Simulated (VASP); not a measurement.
Level of theory: RPBE GGA, VASP's PBE PAW potentials (set 64) (plane waves; VASP).

VASP input:

INCAR:
```
ALGO = Normal
EDIFF = 1E-7
ENCUT = 520
GGA = RP
ICHARG = 11
ISMEAR = 0
LASPH = .TRUE.
LCHARG = .FALSE.
LMAXMIX = 4
LORBIT = 11
LREAL = .FALSE.
LWAVE = .FALSE.
NELM = 100
PREC = Accurate
SIGMA = 0.05
SYSTEM = CoAl
```

### POSCAR
```
CoAl
1.0
  2.8724221315   0.0000000000   0.0000000000
  0.0000000000   2.8724221315   0.0000000000
  0.0000000000   0.0000000000   2.8724221315
Al Co
1 1
direct
  0.5000000000   0.5000000000   0.5000000000
  0.0000000000   0.0000000000   0.0000000000
```

**KPOINTS**
```
k-points along high-symmetry lines
15
Line-mode
Reciprocal
  0.000000   0.000000   0.000000 ! GAMMA
  0.000000   0.500000   0.000000 ! X

  0.000000   0.500000   0.000000 ! X
  0.500000   0.500000   0.000000 ! M

  0.500000   0.500000   0.000000 ! M
  0.000000   0.000000   0.000000 ! GAMMA

  0.000000   0.000000   0.000000 ! GAMMA
  0.500000   0.500000   0.500000 ! R

  0.500000   0.500000   0.500000 ! R
  0.000000   0.500000   0.000000 ! X

  0.500000   0.500000   0.500000 ! R
  0.500000   0.500000   0.000000 ! M
```

POTCAR, in this order: Al Co (PBE.64 set). Program: vasp_std. Read from the step before: CHGCAR.

The run wrote:

OUTCAR:
```
 ion  position               nearest neighbor table
   1  0.500  0.500  0.500-   2 2.49   2 2.49   2 2.49   2 2.49   2 2.49   2 2.49   2 2.49   2 2.49
  LATTYP: Found a simple cubic cell.
 ALAT       =     2.8724221315
 Subroutine PRICEL returns:
 Original cell was already a primitive cell.
 Subroutine GETGRP returns: Found 48 space group operations
The static configuration has the point symmetry O_h .
The dynamic configuration has the point symmetry O_h .
 Subroutine INISYM returns: Found 48 space group operations
   k-points           NKPTS =     90   k-points in BZ     NKDIM =     90   number of bands    NBANDS=     10
   number of dos      NEDOS =    301   number of ions     NIONS =      2
   total plane-waves  NPLWV =  13824
   dimension x,y,z NGX =    24 NGY =   24 NGZ =   24
   dimension x,y,z NGXF=    48 NGYF=   48 NGZF=   48
   ions per type =               1   1
   PREC   = accura    normal or accurate (medium, high low for compatibility)
   ISTART =      0    job   : 0-new  1-cont  2-samecut
   ICHARG =     11    charge: 1-file 2-atom 10-const
   ISPIN  =      1    spin polarized calculation?
   LNONCOLLINEAR =      F non collinear calculations
   LSORBIT =      F    spin-orbit coupling
   INIWAV =      1    electr: 0-lowe 1-rand  2-diag
   ENCUT  =  520.0 eV  38.22 Ry    6.18 a.u.   5.34  5.34  5.34*2*pi/ulx,y,z
   NELM   =    100;   NELMIN=  2; NELMDL= -5     # of ELM steps
   EDIFF  = 0.1E-06   stopping-criterion for ELM
   LREAL  =      F    real-space projection
   NLSPLINE    = F    spline interpolate recip. space projectors
   LMAXMIX     =    4 max onsite mixed and CHGCAR
   VOSKOWN=      0    Vosko Wilk Nusair interpolation
   EDIFFG = 0.1E-05   stopping-criterion for IOM
   NSW    =      0    number of steps for IOM
   NBLOCK =      1;   KBLOCK =      1    inner block; outer block
   IBRION =     -1    ionic relax: 0-MD 1-quasi-New 2-CG
   NFREE  =      0    steps in history (QN), initial steepest desc. (CG)
   ISIF   =      2    stress and relaxation
   ISYM   =      2    0-nonsym 1-usesym 2-fastsym
   TEIN   =    0.0    initial temperature
   TEBEG  =    0.0;   TEEND  =   0.0 temperature during run
   SMASS  =  -3.00    Nose mass-parameter (am)
   PSTRESS=    0.0 pullay stress
   NELECT =      12.0000    total number of electrons
   EFERMI =   0.00;   METHOD = LEGACY
   ISMEAR =     0;   SIGMA  =   0.05  broadening in eV -4-tet -1-fermi 0-gaus
   IALGO  =     38    algorithm
   LDIAG  =      T    sub-space diagonalisation (order eigenvalues)
   IMIX   =      4    mixing-type and parameters
     AMIX     =   0.40;   BMIX     =  1.00
     AMIX_MAG =   1.60;   BMIX_MAG =  1.00
     AMIN     =   0.10
   GGA     = RP    functional components
   VOSKOWN =     0    Vosko Wilk Nusair interpolation
   LHFCALC =     F    Hartree Fock is set to
   LHFONE  =     F    Hartree Fock one center treatment
   AEXX    =    0.0000 exact exchange contribution
   IVDW    =     0    specifies the selected vdW correction
   LEPSILON=     F    determine dielectric tensor
   LRPA    =     F    only Hartree local field effects (RPA)
  energy-cutoff  :      520.00
  volume of cell :       23.70
      direct lattice vectors                 reciprocal lattice vectors
     2.872422132  0.000000000  0.000000000     0.348138245  0.000000000  0.000000000
     0.000000000  2.872422132  0.000000000     0.000000000  0.348138245  0.000000000
     0.000000000  0.000000000  2.872422132     0.000000000  0.000000000  0.348138245
 k-point     1 :   0.0000 0.0000 0.0000  plane waves:     619
 k-point     2 :   0.0000 0.0357 0.0000  plane waves:     619
 k-point     3 :   0.0000 0.0714 0.0000  plane waves:     631
 k-point     4 :   0.0000 0.1071 0.0000  plane waves:     639
 k-point     5 :   0.0000 0.1429 0.0000  plane waves:     651
 k-point     6 :   0.0000 0.1786 0.0000  plane waves:     655
 k-point     7 :   0.0000 0.2143 0.0000  plane waves:     655
 k-point     8 :   0.0000 0.2500 0.0000  plane waves:     647
 k-point     9 :   0.0000 0.2857 0.0000  plane waves:     647
 k-point    10 :   0.0000 0.3214 0.0000  plane waves:     639
 k-point    11 :   0.0000 0.3571 0.0000  plane waves:     638
...
```

**OSZICAR**
```
       N       E                     dE             d eps       ncg     rms          rms(c)
DAV:   1     0.389113268271E+02    0.38911E+02   -0.55141E+03  1816   0.128E+03
DAV:   2    -0.899771073369E+01   -0.47909E+02   -0.44660E+02  1830   0.192E+02
DAV:   3    -0.101193427500E+02   -0.11216E+01   -0.11161E+01  2308   0.388E+01
DAV:   4    -0.101364210270E+02   -0.17078E-01   -0.17074E-01  2346   0.401E+00
DAV:   5    -0.101368766865E+02   -0.45566E-03   -0.45564E-03  2130   0.589E-01
DAV:   6    -0.101369017679E+02   -0.25081E-04   -0.25080E-04  2542   0.108E-01
DAV:   7    -0.101369019047E+02   -0.13679E-06   -0.13664E-06  2080   0.874E-03
DAV:   8    -0.101369019087E+02   -0.40168E-08   -0.45166E-08  1654   0.124E-03
   1 F= -.10136902E+02 E0= -.10136246E+02  d E =-.131257E-02
```

**OUTCAR**
```
 val. band max:       10.4526986374   @ k =   0.2857   0.5000   0.0000

 cond. band min:      10.4839469392   @ k =   0.2500   0.5000   0.0000



 k-point     1 :       0.0000    0.0000    0.0000
  band No.  band energies     occupation
      1      -0.5366      2.00000
      2       7.5214      2.00000
      3       7.5214      2.00000
      4       9.5486      2.00000
      5       9.5486      2.00000
      6       9.5486      2.00000
      7      16.2526      0.00000
      8      16.2526      0.00000
      9      16.2526      0.00000
     10      18.9648      0.00000

 k-point     2 :       0.0000    0.0357    0.0000
  band No.  band energies     occupation
      1      -0.5128      2.00000
      2       7.5192      2.00000
      3       7.5280      2.00000
      4       9.5357      2.00000
      5       9.5357      2.00000
      6       9.5499      2.00000
      7      15.9710      0.00000
      8      16.2860      0.00000
      9      16.2860      0.00000
     10      18.9623      0.00000

 k-point     3 :       0.0000    0.0714    0.0000
  band No.  band energies     occupation
      1      -0.4415      2.00000
      2       7.5110      2.00000
      3       7.5475      2.00000
      4       9.4983      2.00000
      5       9.4983      2.00000
      6       9.5538      2.00000
      7      15.3341      0.00000
      8      16.3852      0.00000
      9      16.3852      0.00000
     10      18.9548      0.00000

 k-point     4 :       0.0000    0.1071    0.0000
  band No.  band energies     occupation
      1      -0.3230      2.00000
      2       7.4915      2.00000
      3       7.5792      2.00000
      4       9.4394      2.00000
      5       9.4394      2.00000
      6       9.5601      2.00000
      7      14.5801      0.00000
      8      16.5472      0.00000
      9      16.5472      0.00000
     10      18.9424      0.00000

 k-point     5 :       0.0000    0.1429    0.0000
  band No.  band energies     occupation
...
```

The density is held fixed in this step, so its total energy and stress have no physical meaning.

The compound is CoAl in the CsCl type structure. It was relaxed first. The run is not spin-polarised, so no magnetic state was tried.
